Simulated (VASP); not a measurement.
A run of VASP 6.6.1:

The input INCAR:

```
SYSTEM = RuSe
PREC = Accurate
ENCUT = 600
EDIFF = 1E-7
ISMEAR = -1
SIGMA = 0.05
LREAL = .FALSE.
LASPH = .TRUE.
NELM = 80
ALGO = Normal
ISIF = 3
LWAVE = .FALSE.
LCHARG = .FALSE.
GGA = AM
IBRION = 2
NSW = 40
EDIFFG = -0.01
```

The input KPOINTS:

```
regular mesh
0
G
  8 8 8
  0 0 0
```

Contents of POSCAR:

```
RuSe
1.0
    3.1876923100      0.0000000000      0.0000000000
    0.0000000000      3.1876923100      0.0000000000
    0.0000000000      0.0000000000      3.1876923100
Ru Se
1 1
Direct
    0.0000000000      0.0000000000      0.0000000000
    0.5000000000      0.5000000000      0.5000000000
```

Potentials or basis: VASP PAW PBE potentials, release 64 (Ru_pv, Se).

Launch:

```sh
$ cat potpaw_PBE.64/Ru_pv/POTCAR potpaw_PBE.64/Se/POTCAR > POTCAR
$ mpirun -np 1 vasp_std > vasp.out
```

Hardware: 1 thread of Intel(R) Xeon(R) 6975P-C (Granite Rapids), with other jobs on the host.

How long does it take, and how much memory?

Run time: 51 s on 1 thread of Intel(R) Xeon(R) 6975P-C (Granite Rapids), on a shared host, peak memory 0.18 GiB. Counts: scf iterations 62, k points 35, ion steps 7.
